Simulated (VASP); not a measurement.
```
CELL_PARAMETERS angstrom
      0.00000     2.85163     2.85163
      2.85163     0.00000     2.85163
      2.85163     2.85163     0.00000
ATOMIC_POSITIONS crystal
  Be 0.00000 0.00000 0.00000
  Te 0.25000 0.25000 0.25000
```

These are revTPSS meta-GGA, VASP's PBE PAW potentials (set 64) (plane waves; VASP) values and carry that method's errors. Settings: 520 eV cut-off, 8×8×8 Γ-centred mesh, Gaussian smearing of 0.050 eV, potentials Be Te.

### Question
The job: BeTe (zinc blende), 2 atoms, revTPSS, static run, 520 eV, 8×8×8 Γ-centred mesh. Roughly how much core time does it take on a busy server core?

### Answer
About 50 core-seconds (one run on a shared machine, a rough figure). It had 29 irreducible k-points, 8 bands, up to 1283 plane waves and 19 electronic steps.

The compound is BeTe in the zinc blende structure. This cell is one point of a volume scan, at 1.03 of the reference volume.
